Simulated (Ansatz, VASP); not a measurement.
# BeAsPt in two plane-wave programs, part 2 of 2

Aim: how closely do two programs agree when they are given the same cell, functional and k mesh? The cell is generated by rule, not measured, and may not be a known phase. Of the first pair: The cell is taken from a series of runs on this material, whose earlier steps may have relaxed, scaled, displaced or heated it; both programs get it as it stands.

VASP 6.6.1 and Ansatz 0.2.0.

So far: The structure; VASP: relaxation of cell and atoms, PBEsol, pair 1; Ansatz: relaxation of cell and atoms, PBEsol, pair 1; Differences.

### 5. VASP: relaxation of cell and atoms, PBEsol, pair 2

Level of this step: PBEsol; plane waves and PAW (Be, As, Pt); invented cell (VASP).

The relaxed volume is the usual yardstick between codes: in a stiff, nearly cubic crystal its relative difference is about their pressure difference at one cell divided by the bulk modulus. Its start cell is another than that of the pair before, and may be another structure of the material.

Input file INCAR:

```
SYSTEM = BeAsPt
PREC = Accurate
ENCUT = 600
EDIFF = 1E-07
NELM = 120
ISMEAR = 0
SIGMA = 0.1
LREAL = .FALSE.
ALGO = Normal
GGA = PS
NBANDS = 14
LASPH = .TRUE.
LORBIT = 11
LWAVE = .FALSE.
LCHARG = .FALSE.
ISIF = 3
IBRION = 2
NSW = 80
EDIFFG = -0.005
GGA_COMPAT = .FALSE.
NELMIN = 4
KPAR = 2
```

Input file POSCAR:

```
BeAsPt
1.0
    4.2797107860      0.0000040956      0.0000000000
   -2.1398577809      3.7063348636      0.0000000000
    0.0000000000      0.0000000000      2.6994531003
Be As Pt
1 1 1
Direct
    0.0000000000      0.0000000000      0.0000000000
    0.6666665661      0.3333333333      0.5000000000
    0.3333331323      0.6666666667      0.5000000000
```

Input file KPOINTS:

```
Automatic mesh
0
Gamma
9 9 6
0 0 0
```

The projector-augmented-wave data sets are Be, As and Pt (PBE family, release 64).

Command:

```sh
mpirun -np 2 vasp_std
```

Numbers of over 12 decimals in the logs are rounded to 6 here.

The log of the run:

```text
[banner, memory and clock lines left out]
running    2 mpi-ranks, on    1 nodes
[...]
[... a notice as in an earlier step ...]

 LDA part: xc-table for (Slater+PW92), standard interpolation
 POSCAR, INCAR and KPOINTS ok, starting setup
[...]
entering main loop
       N       E                     dE             d eps       ncg     rms          rms(c)
DAV:   1     0.706756963663E+02    0.70676E+02   -0.83874E+03  1344   0.120E+03
DAV:   2    -0.137387722941E+02   -0.84414E+02   -0.77428E+02  1638   0.215E+02
DAV:   3    -0.164824509226E+02   -0.27437E+01   -0.26909E+01  1746   0.412E+01
DAV:   4    -0.165064075700E+02   -0.23957E-01   -0.23938E-01  1524   0.412E+00
[...]
DAV:  12    -0.158697915822E+02    0.10552E-05   -0.39678E-06  1464   0.205E-02    0.625E-03
DAV:  13    -0.158697913733E+02    0.20891E-06   -0.42422E-07  1614   0.424E-03    0.112E-03
DAV:  14    -0.158697913421E+02    0.31199E-07   -0.35780E-08   792   0.187E-03
   1 F= -.15869791E+02 E0= -.15866395E+02  d E =-.158698E+02
[...]
DAV:   4    -0.158697902380E+02    0.59752E-05   -0.21171E-05  1512   0.286E-02    0.416E-03
DAV:   5    -0.158697900136E+02    0.22446E-06   -0.20023E-06  1428   0.137E-02    0.393E-03
DAV:   6    -0.158697898954E+02    0.11815E-06   -0.23898E-07  1306   0.460E-03    0.103E-03
DAV:   7    -0.158697898898E+02    0.56174E-08   -0.17435E-08   696   0.102E-03
   2 F= -.15869790E+02 E0= -.15866384E+02  d E =0.145227E-05
 trial-energy change:    0.000001  1 .order   -0.000001   -0.000046    0.000045
 step:   0.4730(harm=  0.5067)  dis= 0.00000  next Energy=   -15.869802 (dE=-0.108E-04)
[...]
N       E                     dE             d eps       ncg     rms          rms(c)
DAV:   1    -0.158698943026E+02   -0.10441E-03   -0.12574E-03  1380   0.333E-01    0.593E-02
DAV:   2    -0.158698156634E+02    0.78639E-04   -0.38823E-04  1434   0.209E-01    0.315E-02
DAV:   3    -0.158698026472E+02    0.13016E-04   -0.30393E-05  1374   0.629E-02    0.122E-02
DAV:   4    -0.158698019203E+02    0.72689E-06   -0.59540E-06  1512   0.152E-02    0.218E-03
DAV:   5    -0.158698019046E+02    0.15663E-07   -0.57329E-07  1392   0.741E-03
   3 F= -.15869802E+02 E0= -.15866401E+02  d E =-.105625E-04
[...]
reached required accuracy - stopping structural energy minimisation
```

Parts of OUTCAR (step 5):

```text
  Total        0.0066855      0.0066855     -0.0027778      0.0000000      0.0000000      0.0000000
  in kB        0.2499907      0.2499905     -0.1038721      0.0000001      0.0000000      0.0000000
  external PRESSURE =       0.1320364 kB  Pullay stress =       0.0000000 kB

 POSITION                                       TOTAL-FORCE (eV/Angst)
 -----------------------------------------------------------------------------------
     -0.00000      0.00000      0.00000        -0.000000      0.000000      0.000000
      2.14046      1.23580      1.34985        -0.000000      0.000000      0.000000
     -0.00000      2.47159      1.34985         0.000000     -0.000000     -0.000000
 -----------------------------------------------------------------------------------
    total drift:                                0.000337     -0.000011      0.000000

  FREE ENERGIE OF THE ION-ELECTRON SYSTEM (eV)
  ---------------------------------------------------
  free  energy   TOTEN  =       -15.8698019046 eV

  energy  without entropy=      -15.8630006984  energy(sigma->0) =      -15.86640130

[... 1 part as in an earlier step ...]

[... 3 further parts left out ...]
[key lines of the parts left out:]
E-fermi :   8.6525
```

### 6. Ansatz: relaxation of cell and atoms, PBEsol, pair 2

Its own start cell and the same functional, mesh and smearing now go to Ansatz, which takes its cutoff from its data sets.

The two relaxations start from unlike cells of this crystal (the structure described is Ansatz's start), so only their ends are compared.

Input file input.yaml:

```yaml
crystal:
  lattice:
    - [3.31575, 0.0, 0.0]
    - [-1.65788, 2.87153, 0.0]
    - [0.0, 0.0, 3.63787]
  atoms:
    - { symbol: Be, position: [0.0, 0.0, 0.0] }
    - { symbol: As, position: [0.66666667, 0.33333333, 0.5] }
    - { symbol: Pt, position: [0.33333333, 0.66666667, 0.5] }
kpoints:
  mp_grid: { grid: [9, 9, 6] }
hamiltonian:
  xc: pbesol
  pseudopotentials: { kind: nc }
scf:
  occupations: { method: gaussian, width: 0.1 }
output:
  forces: true
  stress: true
  eigenvalues: true
relax:
  adjacent_minimum: "off"
  f_tol: 0.05
  max_steps: 80
  cell: { stress_tol: 0.5 }
```

Command:

```sh
ansatz run input.yaml --threads 8 --pin off --max-ram 14336MiB --backend cpu --events-out ev --progress --plain --runs-dir out
```

The log of the run:

```text
[...]
Crystal: 3 atoms, lattice volume = 34.637 Å³
Basis set: ecut = 1197.300995 eV, 3273 PW (Γ), exchange–correlation on 80×80×90 points (8 copies of the dense FFT grid, shifted against one another)
Bands: 23, of which v1, the nominal top of the filled ones, is band 19 counted from 1 (18 counted from 0)
Symmetry: 12 space group operations
[...]
--- Relaxed structure (15 steps of the walk, 15 accepted, 2 SCFs on fresh bases) ---
[...]
cell:  # Å, volume = 42.6737 Å³
    - [4.274341, 3.7213137752317744e-6, 0.0]
    - [-2.137174, 3.701686, 0.0]
    - [0.0, 0.0, 2.697068]
  atoms:
    - { symbol: Be, position: [0, 0, 0.0] }
    - { symbol: As, position: [0.666667, 0.333333, 0.5] }
    - { symbol: Pt, position: [0.333333, 0.666667, 0.5] }
[key lines of the parts left out:]
SCF converged after 5 iterations
Free energy (F): -6812.773152 eV
Fermi energy:    16.182623 eV
P = ⅓ Tr σ = 0.3891 GPa (3.891 kbar)
```

### 7. Side by side

What differs besides the data sets and the points named for the pairs above, as far as they apply: the data sets hold 37 valence electrons in Ansatz (on norm-conserving files, of PseudoDojo where its log says so) and 17 in VASP. Total energies have different zeros and are not compared.

The two programs side by side:

```tsv
quantity	Ansatz	VASP	difference
volume (Å³)	42.67	42.85	-0.40 %
edge a after relaxation, in the typed setting (Å)	4.274	4.281	-0.15 %
edge c after relaxation, in the typed setting (Å)	2.697	2.700	-0.10 %
```

### 8. VASP: relaxation of cell and atoms, PBEsol, pair 3

The relaxed volume is the usual yardstick between codes: in a stiff, nearly cubic crystal its relative difference is about their pressure difference at one cell divided by the bulk modulus. Its start cell is another than that of the pair before, and may be another structure of the material.

INCAR is that of step 5.

Input file POSCAR:

```
BeAsPt
1.0
    4.2743410000      0.0000040000      0.0000000000
   -2.1371740000      3.7016860000      0.0000000000
    0.0000000000      0.0000000000      2.6970680000
Be As Pt
1 1 1
Direct
    0.0000000000      0.0000000000      0.0000000000
    0.6666665887      0.3333333333      0.5000000000
    0.3333334113      0.6666666667      0.5000000000
```

Input file KPOINTS:

```
Automatic mesh
0
Gamma
12 12 16
0 0 0
```

Command:

```sh
mpirun -np 2 vasp_std
```

The log of the run:

```text
[... set-up lines as in an earlier step ...]
 entering main loop
       N       E                     dE             d eps       ncg     rms          rms(c)
DAV:   1     0.735022711518E+02    0.73502E+02   -0.84177E+03  4788   0.119E+03
DAV:   2    -0.135389863072E+02   -0.87041E+02   -0.79578E+02  5742   0.219E+02
DAV:   3    -0.164311374789E+02   -0.28922E+01   -0.28302E+01  6242   0.419E+01
DAV:   4    -0.164564816402E+02   -0.25344E-01   -0.25313E-01  5274   0.424E+00
[...]
DAV:  12    -0.158011951136E+02    0.58847E-06   -0.34632E-06  5328   0.189E-02    0.440E-03
DAV:  13    -0.158011949759E+02    0.13769E-06   -0.30363E-07  4968   0.520E-03    0.761E-04
DAV:  14    -0.158011949594E+02    0.16522E-07   -0.11077E-08  2568   0.103E-03
   1 F= -.15801195E+02 E0= -.15798576E+02  d E =-.158012E+02
[...]
2 F= -.15806508E+02 E0= -.15803770E+02  d E =-.531263E-02
[...]
3 F= -.15806682E+02 E0= -.15803983E+02  d E =-.548725E-02
[...]
4 F= -.15806707E+02 E0= -.15804000E+02  d E =-.247454E-04
[...]
5 F= -.15806826E+02 E0= -.15804124E+02  d E =-.143820E-03
[...]
reached required accuracy - stopping structural energy minimisation
```

OUTCAR, selected parts (step 8):

```text
  Total        0.0020485      0.0020485      0.0012617     -0.0000000     -0.0000000      0.0000000
  in kB        0.0765042      0.0765042      0.0471193     -0.0000000     -0.0000000      0.0000000
  external PRESSURE =       0.0667093 kB  Pullay stress =       0.0000000 kB

 POSITION                                       TOTAL-FORCE (eV/Angst)
 -----------------------------------------------------------------------------------
      0.00000      0.00000     -0.00000         0.000000     -0.000000     -0.000000
      2.13019      1.22987      1.36457         0.000000     -0.000000     -0.000000
     -0.00000      2.45973      1.36457        -0.000000      0.000000      0.000000
 -----------------------------------------------------------------------------------
    total drift:                               -0.000082      0.000001      0.000000

  FREE ENERGIE OF THE ION-ELECTRON SYSTEM (eV)
  ---------------------------------------------------
  free  energy   TOTEN  =       -15.8068260280 eV

  energy  without entropy=      -15.8014217850  energy(sigma->0) =      -15.80412391

[... 2 parts as in an earlier step ...]

[... 2 further parts left out ...]
[key lines of the parts left out:]
E-fermi :   8.5668
```

### 9. Ansatz: relaxation of cell and atoms, PBEsol, pair 3

The same cell, functional, mesh and smearing now go to Ansatz, which takes its cutoff from its data sets.

The cell is taken from a series of runs on this material, whose earlier steps may have relaxed, scaled, displaced or heated it; both programs get it as it stands.

input.yaml, the sections that differ from step 6:

```yaml
crystal:
  lattice:
    - [4.2743409936, 3.7213e-06, 0.0]
    - [-2.1371737196, 3.7016860243, 0.0]
    - [0.0, 0.0, 2.6970676664]
  atoms:
    - { symbol: Be, position: [0.0, 0.0, 0.0] }
    - { symbol: As, position: [0.6666666667, 0.3333333333, 0.5] }
    - { symbol: Pt, position: [0.3333333333, 0.6666666667, 0.5] }
kpoints:
  mp_grid: { grid: [12, 12, 16] }
relax:
  adjacent_minimum: "off"
  f_tol: 0.005
  max_steps: 80
  cell: { stress_tol: 0.05 }
# hamiltonian, scf, output: as in step 6
```

Command:

```sh
ansatz run input.yaml --threads 8 --pin off --max-ram 14336MiB --backend cpu --events-out ev --progress --plain --runs-dir out
```

The log of the run:

```text
[...]
Crystal: 3 atoms, lattice volume = 42.674 Å³
Basis set: ecut = 1197.300995 eV, 3999 PW (Γ), exchange–correlation on 100×100×64 points (8 copies of the dense FFT grid, shifted against one another)
Bands: 23, of which v1, the nominal top of the filled ones, is band 19 counted from 1 (18 counted from 0)
Symmetry: 12 space group operations
[...]
--- Relaxed structure (4 steps of the walk, 4 accepted, 1 SCFs on fresh bases) ---
[...]
cell:  # Å, volume = 42.8319 Å³
    - [4.258018, 3.707123286926458e-6, 0.0]
    - [-2.129012, 3.687550, 0.0]
    - [0.0, 0.0, 2.727860]
  atoms:
    - { symbol: Be, position: [0, 0, 0.0] }
    - { symbol: As, position: [0.666667, 0.333333, 0.5] }
    - { symbol: Pt, position: [0.333333, 0.666667, 0.5] }
[key lines of the parts left out:]
SCF converged after 5 iterations
Free energy (F): -6812.710814 eV
Fermi energy:    16.029273 eV
P = ⅓ Tr σ = 0.0060 GPa (0.060 kbar)
```

### 10. Side by side

What differs besides the data sets and the points named for the pairs above, as far as they apply: the data sets hold 37 valence electrons in Ansatz (on norm-conserving files, of PseudoDojo where its log says so) and 17 in VASP. Total energies have different zeros and are not compared.

Both answers:

```tsv
quantity	Ansatz	VASP	difference
volume (Å³)	42.83	42.90	-0.16 %
edge a after relaxation, in the typed setting (Å)	4.258	4.260	-0.06 %
edge c after relaxation, in the typed setting (Å)	2.728	2.729	-0.04 %
```

### 11. Summary of results

- difference in volume (relaxation of cell and atoms, PBEsol, pair 1): -0.16 %
- difference in volume (relaxation of cell and atoms, PBEsol, pair 2): -0.40 %
- difference in volume (relaxation of cell and atoms, PBEsol, pair 3): -0.16 %

In words: The difference in volume is -0.40 % (relaxation of cell and atoms, PBEsol, pair 2), within the 1.2 % picked in this series as the mark of a large difference, as far as the stopping tolerances let one tell. The data sets hold unlike numbers of valence electrons (37 in Ansatz and 17 in VASP), so part of the differences comes from the potentials. 3 further runs of this series are not shown here. How closely two codes agree says nothing of how well the functional describes the real material.

[Lines on the potential files, build, host, timing and source positions are cut from VASP's logs without a mark.]

[Logs are printed without paths, hosts, clocks, repeated set-up lines and the standing remarks that a program may print on its own settings, such as how far it seeks lower states.]

[Hosts, paths, dates, database ids (printed as entryN), source tags and the programs' standing remarks are cut or masked in the printed files.]
